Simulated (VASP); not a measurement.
Here is the system:

```yaml
crystal:
  lattice:
    - [1.64730, -2.85321, 0.00000]
    - [1.64730, 2.85321, 0.00000]
    - [0.00000, 0.00000, 5.25300]
  atoms:
    - { symbol: Zr, position: [0.33333, 0.66667, 0.25000] }
    - { symbol: Zr, position: [0.66667, 0.33333, 0.75000] }
```

Computed with PBE GGA, VASP's PBE PAW potentials (set 64) (plane waves; VASP). Run with 400 eV cut-off, 14×14×7 Monkhorst-Pack mesh, first-order Methfessel-Paxton smearing of 0.10 eV, potentials Zr_sv.

Gaps are read on the run's mesh, which can miss a band edge.

Problem. Estimate the energy per atom (σ→0), pressure, band gap (on the k-mesh) with the smallest direct gap where there is one.

Solution. 
| Property | Result |
|---|---|
| band gap (on the k-mesh) | none (metal, semimetal or under 0.01 eV) |
| energy per atom (σ→0) | -8.501 eV/atom |
| pressure | -4.79 GPa |

The absolute energy has meaning only against runs of the same code, potentials and settings.

The compound is Zr in the hcp structure. The cell was not relaxed at this level. The run is one of a series of settings (KPOINTS 14×14×7 Monkhorst-Pack mesh against the base run), some of them coarse on purpose.
